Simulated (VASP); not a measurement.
Set up this calculation in VASP 6.6.1, as the native input.

```yaml
Task: relaxation of cell and atoms
Functional: PBE
Potentials_or_basis: VASP PAW PBE potentials, release 64 (Lu, Al, N)
Cutoff: 520 eV
k_mesh: 8 × 8 × 8
Occupations: gaussian, width 0.03 eV
Spin: no spin polarisation
Further_INCAR_settings: ALGO = Normal; EDIFF = 1e-07; IBRION = 2; POTIM = 0.3; EDIFFG = -0.005; NSW = 60; ISIF = 3
```

The structure of LuAl3N4 lies in POSCAR:

```
LuAl3N4                                 
1.0
   -2.3155724808      2.3155724808      4.5005849520
    2.3155724808     -2.3155724808      4.5005849520
    2.3155724808      2.3155724808     -4.5005849520
  Lu              Al              N             
     1     3     4
Direct
     0.0000000000000000    0.0000000000000000    0.0000000000000000
     0.5000000000000000    0.5000000000000000    0.0000000000000000
     0.2500000000000000    0.7500000000000000    0.5000000000000000
     0.7500000000000000    0.2500000000000000    0.5000000000000000
     0.1392559539241060    0.1392559539241060    0.5495121951940266
     0.5897437587300792    0.5897437587300792    0.4504878048059732
     0.4102562412699207    0.8607440460758942    0.0000000000000000
     0.8607440460758942    0.4102562412699207    0.0000000000000000
```

The cell was built by a generator and needn't be a form met in nature.

One way to write it, as run:

INCAR

```
PREC = Accurate ; ENCUT = 520
EDIFF = 1E-7 ; ISMEAR = 0
SIGMA = 0.03 ; LREAL = False
LASPH = True ; NELM = 120
ALGO = Normal ; ISIF = 3
LWAVE = False ; LCHARG = False
GGA = PE ; IBRION = 2
NSW = 60 ; EDIFFG = -0.005
POTIM = 0.3 ; KPAR = 4
```

KPOINTS

```
Automatic mesh
0
Gamma
  8 8 8
```

Potentials or basis: VASP PAW PBE potentials, release 64 (Lu, Al, N).

Run with:

```bash
$ cat potpaw_PBE.64/Lu/POTCAR potpaw_PBE.64/Al/POTCAR potpaw_PBE.64/N/POTCAR > POTCAR
$ mpirun -np 4 vasp_std > vasp.out
```

It gave:

```yaml
Relaxed_volume: 12.07 Å³/atom
Relaxed_cell: a = 5.566 Å, b = 5.566 Å, c = 5.566 Å, α = 130.83°, β = 130.83°, γ = 72.08°
Space_group_after_relaxing_to_0.05_Å: I-42m (No. 121)
Energy_gained_by_relaxing: 0.0 meV/atom
Ionic_steps: 2
Pressure_after_relaxing: 0.0 GPa
Band_gap_on_the_k_mesh: 2.64 eV, indirect (least direct gap 3.05 eV)
```

Caveat: spin-orbit coupling is left out, which moves the levels of the heavy elements.

Run time: 110 s on 4 MPI ranks on Intel(R) Xeon(R) Platinum 8559C (Emerald Rapids), on a shared host, peak memory 0.4 GiB a rank.
